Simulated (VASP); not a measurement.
```xyz
3
Lattice="0.0000 2.6923 2.6923 2.6923 0.0000 2.6923 2.6923 2.6923 0.0000" Properties=species:S:1:pos:R:3 pbc="T T T"
Si     1.3461     1.3461     1.3461
Si     4.0384     4.0384     4.0384
Ni     0.0000     0.0000     0.0000
```

The numbers are results of r2SCAN meta-GGA with spin-orbit coupling, VASP's PBE PAW potentials (set 64) (plane waves; VASP), not measurements. Settings: 400 eV cut-off, 9×9×9 Γ-centred mesh, Gaussian smearing of 0.050 eV, potentials Si Ni.

Predict the energy per atom (σ→0), band gap (over mesh and band path) with the smallest direct gap where there is one.

The band gap (over mesh and band path) comes out as none (metal, semimetal or under 0.01 eV) and the energy per atom (σ→0) comes out as -10.178 eV/atom.

Total energies compare only between runs with the same potentials, cut-off and functional.

The compound is NiSi2 in the fluorite structure. It was relaxed first.
